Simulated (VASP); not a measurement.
An input for Ansatz (written as the equivalent of a VASP run, and not itself run):

Ansatz 0.2 input:
```yaml
crystal:
  lattice:
    - [0.0000000, 2.8938580, 2.8938580]
    - [2.8938580, 0.0000000, 2.8938580]
    - [2.8938580, 2.8938580, 0.0000000]
  atoms:
    - { symbol: Li, position: [0.7500000, 0.7500000, 0.7500000] }
    - { symbol: Li, position: [0.2500000, 0.2500000, 0.2500000] }
    - { symbol: S, position: [0.0000000, 0.0000000, 0.0000000] }
kpoints:
  mp_grid: { grid: [9, 9, 9] }
hamiltonian:
  xc: pbe0
  pseudopotentials: { kind: paw }
scf:
  occupations: { method: fermi_dirac, width: 0.01 }
  max_iter: 100
output: { forces: true, stress: true, eigenvalues: true }
```

### Question
Translate this input to VASP (INCAR, KPOINTS, POSCAR, choice of POTCAR).

### Answer
One answer among several that fit: 
INCAR:
```
! general
SYSTEM  =Li2S
PREC    =Accurate
ENCUT   =400
LREAL   =.FALSE.
LASPH   =.TRUE.
ISYM    =3

! electronic loop
EDIFF   =1E-6
NELM    =100
ALGO    =Normal

! smearing
ISMEAR  =-1
SIGMA   =0.01

! functional
GGA     =PE
LHFCALC =.TRUE.
AEXX    =0.25
HFRCUT  =-1
PRECFOCK=Fast

! ions
ISIF    =2

! output
LWAVE   =.FALSE.
LCHARG  =.FALSE.
```

**KPOINTS**
```
Automatic mesh
0
Gamma
9 9 9
0 0 0
```

### POSCAR
```
Li2S
1.0
  0.0000000000   2.8938580000   2.8938580000
  2.8938580000   0.0000000000   2.8938580000
  2.8938580000   2.8938580000   0.0000000000
Li S
2 1
Cart
  4.3407870000   4.3407870000   4.3407870000
  1.4469290000   1.4469290000   1.4469290000
  0.0000000000   0.0000000000   0.0000000000
```

POTCAR, in this order: Li_sv S (PBE.64 set). Program: vasp_std.

Limits of the translation: each code has its own PAW files, so the cut-off isn't converted (ENCUT is set for VASP's; basis.ecutwfc is left out, and Ansatz then takes the one that its files recommend); Ansatz stops its SCF on the density residual and VASP on the energy change (EDIFF).

The structure comes from a computed database's Li2S entry; how it stands against other phases isn't given here. The cell was not relaxed at this level. The run is one of a series of settings (KPOINTS 9×9×9 Γ-centred mesh against the base run), some of them coarse on purpose.
